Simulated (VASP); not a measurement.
MgBe3, 8 atoms in the cell. It takes space group P6_3/mmc (No. 194, hexagonal). The conventional cell has a = 5.468 Å, b = 5.468 Å, c = 3.628 Å, α = 90.00°, β = 90.00°, γ = 120.00°. Mg (site symmetry -6m2) has 12 Be at 2.63 to 2.75 Å as nearest neighbours. Be (site symmetry mm2) is surrounded by 6 Be at 2.16 to 2.20 Å. The cell comes from a database or a generator and needn't be the stable form of this composition.

| Item | Value |
| --- | --- |
| Program | VASP 6.6.1 |
| Task | optical spectrum |
| Functional | BEEF-vdW |
| Potentials or basis | VASP PAW PBE potentials, release 64 (Mg_pv, Be_sv) |
| Cutoff | 520 eV |
| k mesh | 6 × 6 × 7 |
| Occupations | tetrahedron |
| Spin | no spin polarisation |
| Further INCAR settings | ALGO = Normal; EDIFF = 1e-06; NBANDS = 44 |

Potentials or basis: VASP PAW PBE potentials, release 64 (Mg_pv, Be_sv).

Command:

```sh
$ ase convert -i cif -o vasp MgBe3.cif POSCAR
$ cat potpaw_PBE.64/Mg_pv/POTCAR potpaw_PBE.64/Be_sv/POTCAR > POTCAR
$ mpirun -np 1 vasp_std > vasp.out
```

Hardware: 1 thread of Intel(R) Xeon(R) Platinum 8488C (Sapphire Rapids), on a shared host.

Question: How long does it take, and how much memory?

Answer: Wall time 2.1 min on 1 thread of Intel(R) Xeon(R) Platinum 8488C (Sapphire Rapids) (shared host), peak memory 0.53 GiB. Counts: scf iterations 14, k points 28.
